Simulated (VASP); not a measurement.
Take GaN (zinc blende), against free atoms with fixed spin and no zero-point term, in VASP with PAW potentials, and its cohesive energy.

Problem. One run gives 4.37 eV/atom. Which level is it?
A. PBE
B. RPBE
C. LDA
D. PBE-D3(BJ)

Solution. A, PBE.  The others give 5.46 (LDA), 4.62 (PBE-D3(BJ)), 3.92 (RPBE).

Only levels that ran to the end are used. Left out are those held back, those with too coarse a band path, GW runs whose mesh misses a band edge, hybrids' fits of cells that aren't cubic and levels without matching references; a question may draw on a part of the rest.
